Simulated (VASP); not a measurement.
Calculation: PBE GGA, VASP's PBE PAW potentials (set 64) (plane waves; VASP).

VASP ran on this input.

### POSCAR
```
TiCo
2.9658420
  1.0000001507   0.0000000000   0.0000000000
  0.0000000000   1.0000001507   0.0000000000
  0.0000000000   0.0000000000   1.0000001507
Ti Co
1 1
Direct
  0.0000000000   0.0000000000   0.0000000000
  0.5000000000   0.5000000000   0.5000000000
```

KPOINTS:
```
K-points
0
gamma
11 11 11
0 0 0
```

### INCAR
```
# general
SYSTEM  = TiCo
PREC    = Accurate
ENCUT   = 530
LREAL   = .FALSE.
LASPH   = .TRUE.   # aspherical one-centre terms

# electronic loop
EDIFF   = 1E-7   # SCF stop (eV)
NELM    = 100   # most electronic steps
ALGO    = Normal
LMAXMIX = 4   # l cut-off of mixed one-centre charges

# smearing
ISMEAR  = 1
SIGMA   = 0.1

# functional
GGA     = PE   # PBE

# ions
IBRION  = 6   # finite differences
NSW     = 1   # most ionic steps
ISIF    = 3   # ions, shape and volume
POTIM   = 0.015   # step
NFREE   = 2

# output
LWAVE   = .FALSE.
LCHARG  = .FALSE.
```

POTCAR, in this order: Ti_sv Co (PBE.64 set). Program: vasp_std.

Output

File OUTCAR:
```
 ion  position               nearest neighbor table
   1  0.000  0.000  0.000-   2 2.57   2 2.57   2 2.57   2 2.57   2 2.57   2 2.57   2 2.57   2 2.57
  LATTYP: Found a simple cubic cell.
 ALAT       =     2.9658424470
 Subroutine PRICEL returns:
 Original cell was already a primitive cell.
 Subroutine GETGRP returns: Found 48 space group operations
The static configuration has the point symmetry O_h .
The dynamic configuration has the point symmetry O_h .
 Subroutine INISYM returns: Found 48 space group operations
 Subroutine IBZKPT returns following result:
 Found     56 irreducible k-points:

 Following reciprocal coordinates:
            Coordinates               Weight
  0.000000  0.000000  0.000000      1.000000
  0.090909  0.000000  0.000000      6.000000
  0.181818  0.000000  0.000000      6.000000
  0.272727  0.000000  0.000000      6.000000
  0.363636  0.000000  0.000000      6.000000
  0.454545  0.000000  0.000000      6.000000
  0.090909  0.090909  0.000000     12.000000
  0.181818  0.090909  0.000000     24.000000
  0.272727  0.090909  0.000000     24.000000
  0.363636  0.090909  0.000000     24.000000
  0.454545  0.090909  0.000000     24.000000
  0.181818  0.181818  0.000000     12.000000
  0.272727  0.181818  0.000000     24.000000
  0.363636  0.181818  0.000000     24.000000
  0.454545  0.181818  0.000000     24.000000
  0.272727  0.272727  0.000000     12.000000
  0.363636  0.272727  0.000000     24.000000
  0.454545  0.272727  0.000000     24.000000
  0.363636  0.363636  0.000000     12.000000
  0.454545  0.363636  0.000000     24.000000
  0.454545  0.454545  0.000000     12.000000
  0.090909  0.090909  0.090909      8.000000
  0.181818  0.090909  0.090909     24.000000
  0.272727  0.090909  0.090909     24.000000
  0.363636  0.090909  0.090909     24.000000
...
```

### OSZICAR
```
...
DAV:   8    -0.156367977693E+02    0.64968E-06   -0.17722E-06 13810   0.167E-02    0.168E-03
DAV:   9    -0.156367977637E+02    0.55825E-08   -0.15374E-07  7076   0.716E-03
   9 F= -.15636798E+02 E0= -.15636910E+02  d E =0.335461E-03
       N       E                     dE             d eps       ncg     rms          rms(c)
DAV:   1    -0.156622024642E+02   -0.25405E-01   -0.13582E+00 11694   0.156E+01    0.104E+00
DAV:   2    -0.156469859407E+02    0.15217E-01   -0.66917E-02 11584   0.351E+00    0.604E-01
DAV:   3    -0.156458951618E+02    0.10908E-02   -0.65612E-02 16852   0.332E+00    0.107E+00
DAV:   4    -0.156368921952E+02    0.90030E-02   -0.44402E-02 15664   0.248E+00    0.871E-02
DAV:   5    -0.156367913685E+02    0.10083E-03   -0.96881E-04 13974   0.451E-01    0.363E-02
DAV:   6    -0.156367901149E+02    0.12536E-05   -0.12755E-04 16154   0.146E-01    0.138E-02
DAV:   7    -0.156367966195E+02   -0.65046E-05   -0.15386E-05 12860   0.539E-02    0.507E-03
DAV:   8    -0.156367975481E+02   -0.92852E-06   -0.17317E-06 15118   0.166E-02    0.129E-03
DAV:   9    -0.156367976238E+02   -0.75770E-07   -0.76657E-08  6372   0.500E-03
  10 F= -.15636798E+02 E0= -.15636909E+02  d E =0.335384E-03
       N       E                     dE             d eps       ncg     rms          rms(c)
DAV:   1    -0.156943649089E+02   -0.57567E-01   -0.16037E+00 11930   0.164E+01    0.164E+00
DAV:   2    -0.156537716918E+02    0.40593E-01   -0.92583E-02 11490   0.417E+00    0.867E-01
DAV:   3    -0.156368425876E+02    0.16929E-01   -0.37407E-02 15574   0.230E+00    0.111E-01
DAV:   4    -0.156371145352E+02   -0.27195E-03   -0.43045E-03 13348   0.868E-01    0.175E-01
DAV:   5    -0.156368204590E+02    0.29408E-03   -0.11748E-03 16428   0.460E-01    0.387E-02
DAV:   6    -0.156367973443E+02    0.23115E-04   -0.59449E-05 15544   0.123E-01    0.996E-03
DAV:   7    -0.156367978168E+02   -0.47257E-06   -0.73006E-06 13700   0.318E-02    0.357E-03
DAV:   8    -0.156367977880E+02    0.28827E-07   -0.35168E-07 11196   0.751E-03
  11 F= -.15636798E+02 E0= -.15636910E+02  d E =0.335196E-03
       N       E                     dE             d eps       ncg     rms          rms(c)
DAV:   1    -0.156650341206E+02   -0.28236E-01   -0.14319E+00 11432   0.155E+01    0.104E+00
DAV:   2    -0.156488274579E+02    0.16207E-01   -0.68393E-02 11186   0.342E+00    0.604E-01
DAV:   3    -0.156478438367E+02    0.98362E-03   -0.76320E-02 16924   0.343E+00    0.117E+00
DAV:   4    -0.156371362352E+02    0.10708E-01   -0.55976E-02 15660   0.272E+00    0.890E-02
DAV:   5    -0.156369261410E+02    0.21009E-03   -0.97649E-04 12988   0.443E-01    0.338E-02
DAV:   6    -0.156367989663E+02    0.12717E-03   -0.13364E-04 16442   0.149E-01    0.874E-03
DAV:   7    -0.156367938937E+02    0.50727E-05   -0.12376E-05 11330   0.518E-02    0.397E-03
DAV:   8    -0.156367971385E+02   -0.32449E-05   -0.85371E-07 13968   0.122E-02    0.114E-03
DAV:   9    -0.156367975195E+02   -0.38098E-06   -0.78857E-08  6630   0.498E-03    0.283E-04
DAV:  10    -0.156367977415E+02   -0.22196E-06   -0.15371E-08  5736   0.175E-03    0.135E-04
DAV:  11    -0.156367977330E+02    0.85292E-08   -0.42928E-09  5526   0.964E-04
  12 F= -.15636798E+02 E0= -.15636910E+02  d E =0.335402E-03
       N       E                     dE             d eps       ncg     rms          rms(c)
DAV:   1    -0.156943180188E+02   -0.57520E-01   -0.15388E+00 11856   0.164E+01    0.164E+00
DAV:   2    -0.156538414387E+02    0.40477E-01   -0.91540E-02 11358   0.416E+00    0.869E-01
DAV:   3    -0.156393802377E+02    0.14461E-01   -0.51538E-02 16452   0.281E+00    0.585E-01
DAV:   4    -0.156369986400E+02    0.23816E-02   -0.17161E-02 15336   0.160E+00    0.988E-02
DAV:   5    -0.156368303807E+02    0.16826E-03   -0.54655E-04 16186   0.387E-01    0.425E-02
DAV:   6    -0.156367978749E+02    0.32506E-04   -0.72942E-05 16846   0.143E-01    0.153E-02
DAV:   7    -0.156367984097E+02   -0.53473E-06   -0.10904E-05 13274   0.371E-02    0.444E-03
DAV:   8    -0.156367977850E+02    0.62470E-06   -0.13582E-06 12604   0.145E-02    0.161E-03
DAV:   9    -0.156367977669E+02    0.18093E-07   -0.12207E-07  6520   0.680E-03
  13 F= -.15636798E+02 E0= -.15636910E+02  d E =0.335511E-03
       N       E                     dE             d eps       ncg     rms          rms(c)
DAV:   1    -0.156397491929E+02   -0.29514E-02   -0.14720E+00  4626   0.264E+01    0.692E-01
DAV:   2    -0.156461472617E+02   -0.63981E-02   -0.18036E-01  3528   0.512E+00    0.430E-01
DAV:   3    -0.156454171875E+02    0.73007E-03   -0.41746E-02  5808   0.262E+00    0.879E-01
DAV:   4    -0.156382658986E+02    0.71513E-02   -0.35665E-02  5356   0.222E+00    0.133E-01
DAV:   5    -0.156374279891E+02    0.83791E-03   -0.13664E-03  5520   0.480E-01    0.235E-02
DAV:   6    -0.156374181808E+02    0.98083E-05   -0.95533E-05  4194   0.143E-01    0.624E-03
DAV:   7    -0.156374188451E+02   -0.66430E-06   -0.93736E-06  4418   0.362E-02    0.308E-03
DAV:   8    -0.156374197577E+02   -0.91257E-06   -0.52056E-07  4090   0.922E-03    0.902E-04
DAV:   9    -0.156374205463E+02   -0.78857E-06   -0.44597E-08  2160   0.407E-03    0.164E-04
DAV:  10    -0.156374205802E+02   -0.33977E-07   -0.22183E-08  1962   0.184E-03
  14 F= -.15637421E+02 E0= -.15637531E+02  d E =0.331499E-03
       N       E                     dE             d eps       ncg     rms          rms(c)
DAV:   1    -0.156124711063E+02    0.24949E-01   -0.24184E+00  4312   0.389E+01    0.364E-01
DAV:   2    -0.156372029445E+02   -0.24732E-01   -0.25885E-01  3528   0.583E+00    0.197E-01
DAV:   3    -0.156376966227E+02   -0.49368E-03   -0.64966E-03  5046   0.112E+00    0.203E-01
DAV:   4    -0.156375395431E+02    0.15708E-03   -0.30322E-03  5232   0.679E-01    0.138E-01
DAV:   5    -0.156374226502E+02    0.11689E-03   -0.53154E-04  5476   0.360E-01    0.127E-02
DAV:   6    -0.156374210647E+02    0.15855E-05   -0.15885E-05  4334   0.736E-02    0.552E-03
DAV:   7    -0.156374204795E+02    0.58519E-06   -0.39107E-06  5348   0.399E-02    0.146E-03
DAV:   8    -0.156374206114E+02   -0.13188E-06   -0.15403E-06  3750   0.142E-02    0.722E-04
DAV:   9    -0.156374206094E+02    0.20491E-08   -0.55681E-08  2330   0.292E-03
  15 F= -.15637421E+02 E0= -.15637531E+02  d E =0.331515E-03
       N       E                     dE             d eps       ncg     rms          rms(c)
DAV:   1    -0.156260082684E+02    0.11412E-01   -0.16940E+00  4278   0.261E+01    0.196E-01
DAV:   2    -0.156375233777E+02   -0.11515E-01   -0.11971E-01  3528   0.417E+00    0.157E-01
DAV:   3    -0.156379248564E+02   -0.40148E-03   -0.59204E-03  5352   0.100E+00    0.237E-01
DAV:   4    -0.156374366573E+02    0.48820E-03   -0.18535E-03  5288   0.513E-01    0.370E-02
DAV:   5    -0.156374197608E+02    0.16897E-04   -0.77399E-05  3804   0.823E-02    0.617E-03
DAV:   6    -0.156374196726E+02    0.88166E-07   -0.41414E-06  4720   0.277E-02    0.277E-03
DAV:   7    -0.156374197608E+02   -0.88193E-07   -0.35836E-07  3616   0.801E-03
  16 F= -.15637420E+02 E0= -.15637530E+02  d E =0.331178E-03
       N       E                     dE             d eps       ncg     rms          rms(c)
DAV:   1    -0.156361534282E+02    0.12662E-02   -0.25465E+00  3528   0.102E+01    0.212E-01
DAV:   2    -0.156384902818E+02   -0.23369E-02   -0.26950E-02  5368   0.180E+00    0.320E-01
DAV:   3    -0.156378242236E+02    0.66606E-03   -0.37542E-03  5218   0.699E-01    0.143E-01
DAV:   4    -0.156374700307E+02    0.35419E-03   -0.73803E-04  4720   0.294E-01    0.779E-02
DAV:   5    -0.156374275818E+02    0.42449E-04   -0.18789E-04  5526   0.155E-01    0.227E-02
DAV:   6    -0.156374201918E+02    0.73900E-05   -0.18204E-05  4850   0.545E-02    0.721E-03
DAV:   7    -0.156374197949E+02    0.39692E-06   -0.21711E-06  5406   0.173E-02    0.111E-03
DAV:   8    -0.156374197965E+02   -0.16307E-08   -0.71984E-08  2278   0.371E-03
  17 F= -.15637420E+02 E0= -.15637530E+02  d E =0.331493E-03
```

File OUTCAR:
```
------------------------ aborting loop because EDIFF is reached ----------------------------------------
  FORCE on cell =-STRESS in cart. coord.  units (eV):
  Direction    XX          YY          ZZ          XY          YZ          ZX
  --------------------------------------------------------------------------------------
  Total        0.1128978      0.1152662      0.1152662      0.0000000      0.0000000      0.0000000
  in kB        6.9334899      7.0789436      7.0789436      0.0000000      0.0000000      0.0000000
  external PRESSURE =       7.0304590 kB  Pullay stress =       0.0000000 kB
  volume of cell :       26.09
      direct lattice vectors                 reciprocal lattice vectors
     2.965842447  0.000000000  0.000000000     0.337172327  0.000000000  0.000000000
     0.000000000  2.965842447  0.000000000     0.000000000  0.337172327  0.000000000
     0.000000000  0.000000000  2.965842447     0.000000000  0.000000000  0.337172327
 POSITION                                       TOTAL-FORCE (eV/Angst)
 -----------------------------------------------------------------------------------
      0.00000      0.00000      0.00000        -0.066892     -0.000000      0.000000
      1.46792      1.48292      1.48292         0.066892      0.000000     -0.000000
 -----------------------------------------------------------------------------------
    total drift:                                0.000074      0.000000     -0.000003
  FREE ENERGIE OF THE ION-ELECTRON SYSTEM (eV)
  ---------------------------------------------------
  free  energy   TOTEN  =       -15.6374197965 eV

  energy  without entropy=      -15.6377512897  energy(sigma->0) =      -15.63753029

   1 f  =    6.418100 THz    40.326111 2PiTHz  214.084769 cm-1    26.543116 meV
             X         Y         Z           dx          dy          dz
      0.000000  0.000000  0.000000     0.000000    0.742533   -0.000000
      1.482921  1.482921  1.482921     0.000000   -0.669809    0.000000

   2 f  =    6.418100 THz    40.326111 2PiTHz  214.084769 cm-1    26.543116 meV
             X         Y         Z           dx          dy          dz
      0.000000  0.000000  0.000000     0.742533   -0.000000    0.000000
      1.482921  1.482921  1.482921    -0.669809    0.000000    0.000000

   3 f  =    6.418100 THz    40.326111 2PiTHz  214.084769 cm-1    26.543116 meV
             X         Y         Z           dx          dy          dz
      0.000000  0.000000  0.000000     0.000000    0.000000    0.742533
      1.482921  1.482921  1.482921     0.000000    0.000000   -0.669809

   4 f/i=    0.002478 THz     0.015572 2PiTHz    0.082670 cm-1     0.010250 meV
             X         Y         Z           dx          dy          dz
      0.000000  0.000000  0.000000     0.669809   -0.000000   -0.000000
      1.482921  1.482921  1.482921     0.742533   -0.000000    0.000000

   5 f/i=    0.002478 THz     0.015572 2PiTHz    0.082670 cm-1     0.010250 meV
             X         Y         Z           dx          dy          dz
      0.000000  0.000000  0.000000    -0.000000   -0.669809    0.000000
      1.482921  1.482921  1.482921    -0.000000   -0.742533    0.000000

   6 f/i=    0.002478 THz     0.015572 2PiTHz    0.082670 cm-1     0.010250 meV
             X         Y         Z           dx          dy          dz
      0.000000  0.000000  0.000000    -0.000000   -0.000000   -0.669809
      1.482921  1.482921  1.482921    -0.000000    0.000000   -0.742533

 ELASTIC MODULI CONTR FROM IONIC RELAXATION (kBar)
 Direction    XX          YY          ZZ          XY          YZ          ZX
 --------------------------------------------------------------------------------
 XX           0.0000      0.0000      0.0000      0.0000      0.0000      0.0000
 YY           0.0000      0.0000      0.0000      0.0000      0.0000      0.0000
 ZZ           0.0000      0.0000      0.0000      0.0000      0.0000      0.0000
 XY           0.0000      0.0000      0.0000      0.0000      0.0000      0.0000
 YZ           0.0000      0.0000      0.0000      0.0000      0.0000      0.0000
 ZX           0.0000      0.0000      0.0000      0.0000      0.0000      0.0000
 --------------------------------------------------------------------------------

 TOTAL ELASTIC MODULI (kBar)
 Direction    XX          YY          ZZ          XY          YZ          ZX
 --------------------------------------------------------------------------------
 XX        1866.9351   1751.0971   1751.0971      0.0000      0.0000     -0.0000
 YY        1751.0971   1866.9351   1751.0971      0.0000      0.0000      0.0000
 ZZ        1751.0971   1751.0971   1866.9351     -0.0000     -0.0000      0.0000
 XY           0.0000      0.0000     -0.0000    612.2885      0.0000      0.0000
 YZ           0.0000      0.0000     -0.0000      0.0000    612.2885      0.0000
 ZX          -0.0000      0.0000      0.0000      0.0000      0.0000    612.2885
 --------------------------------------------------------------------------------
```
(Selected blocks of OUTCAR.)

Finite-difference elastic constants of metals are sensitive to mesh and smearing; shear constants can be off by tens of GPa.

The compound is TiCo in the CsCl type structure. It was relaxed first. The run is not spin-polarised, so no magnetic state was tried. The electron count is odd and the run is not spin-polarised, which forces a metal.
